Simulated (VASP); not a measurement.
Input for VASP

### INCAR
```
LASPH=.TRUE.   ! aspherical one-centre terms
NELM=100   ! most electronic steps
IBRION=2   ! conjugate gradients
SYSTEM=NbV3N4
ISIF=3
SIGMA=0.1
EDIFF=1E-6   ! SCF stop (eV)
NSW=60   ! most ionic steps
EDIFFG=-0.01   ! ionic stop
PREC=Accurate
LCHARG=.FALSE.
LWAVE=.FALSE.
LMAXMIX=4   ! l cut-off of mixed one-centre charges
GGA=PS
ENCUT=520
LREAL=.FALSE.
ISMEAR=1   ! Methfessel-Paxton
ALGO=Normal   ! blocked Davidson
```

**POSCAR**
```
NbV3N4
1.0
  4.1716769191   0.0000000000   0.0000000000
  0.0000000000   4.1716769191   0.0000000000
  0.0000000000   0.0000000000   4.1716769191
V N Nb
3 4 1
Cartesian
  0.0000000000   0.0000000000   0.0000000000
  2.0858384596   2.0858384596   0.0000000000
  2.0858384596   0.0000000000   2.0858384596
  2.0858384596   2.0858384596   2.0858384596
  0.0000000000   0.0000000000   2.0858384596
  0.0000000000   2.0858384596   0.0000000000
  2.0858384596   0.0000000000   0.0000000000
  0.0000000000   2.0858384596   2.0858384596
```

### KPOINTS
```
Automatic mesh
0
Gamma
8 8 8
0 0 0
```

POTCAR, in this order: V_sv N Nb_sv (PBE.64 set). Program: vasp_std.

Translate this PBEsol calculation to Ansatz.

One equivalent input (not run):
Ansatz 0.2 input:
```yaml
crystal:
  lattice:
    - [4.1716769, 0.0000000, 0.0000000]
    - [0.0000000, 4.1716769, 0.0000000]
    - [0.0000000, 0.0000000, 4.1716769]
  atoms:
    - { symbol: V, position: [0.0000000, 0.0000000, 0.0000000] }
    - { symbol: V, position: [0.5000000, 0.5000000, 0.0000000] }
    - { symbol: V, position: [0.5000000, 0.0000000, 0.5000000] }
    - { symbol: N, position: [0.5000000, 0.5000000, 0.5000000] }
    - { symbol: N, position: [0.0000000, 0.0000000, 0.5000000] }
    - { symbol: N, position: [0.0000000, 0.5000000, 0.0000000] }
    - { symbol: N, position: [0.5000000, 0.0000000, 0.0000000] }
    - { symbol: Nb, position: [0.0000000, 0.5000000, 0.5000000] }
kpoints:
  mp_grid: { grid: [8, 8, 8] }
hamiltonian:
  xc: pbesol
  pseudopotentials: { kind: paw }
scf:
  occupations: { method: methfessel_paxton, width: 0.1 }
  max_iter: 100
relax:
  max_steps: 60
  f_tol: 0.01
  cell: {}
output: { forces: true, stress: true, eigenvalues: true }
```
Limits of the translation: each code has its own PAW files, so the cut-off isn't converted (ENCUT is set for VASP's; basis.ecutwfc is left out, and Ansatz then takes the one that its files recommend); Ansatz stops its SCF on the density residual and VASP on the energy change (EDIFF).

The structure was generated: NbV3N4 was put into an ordered model structure (Pm-3m), which need not be its known phase. It was relaxed first. The start is the result of an earlier pass.
